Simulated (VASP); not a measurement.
Here is the system:

```
CELL_PARAMETERS angstrom
      4.13568     0.00000     0.00000
      0.00000     4.13568     0.00000
      0.00000     0.00000     4.13568
ATOMIC_POSITIONS crystal
  Ba 0.00000 0.00000 0.00000
  Hf 0.50000 0.50000 0.50000
  O  0.50000 0.00000 0.50000
  O  0.00000 0.50000 0.50000
  O  0.50000 0.50000 0.00000
```

Level of theory: rev-vdW-DF2, VASP's PBE PAW potentials (set 64) (plane waves; VASP). Run with 520 eV cut-off, 5×5×5 Γ-centred mesh, Gaussian smearing of 0.050 eV, potentials Ba_sv Hf_pv O.

Give the stress tensor in GPa (positive for a compressed cell).

```
5.49  0.00  0.00
0.00  5.49  0.00
0.00  0.00  5.49
```
The pressure is its mean diagonal, 5.49 GPa.

The compound is BaHfO3 in the cubic perovskite structure. This cell is one point of a volume scan, at 0.97 of the reference volume.
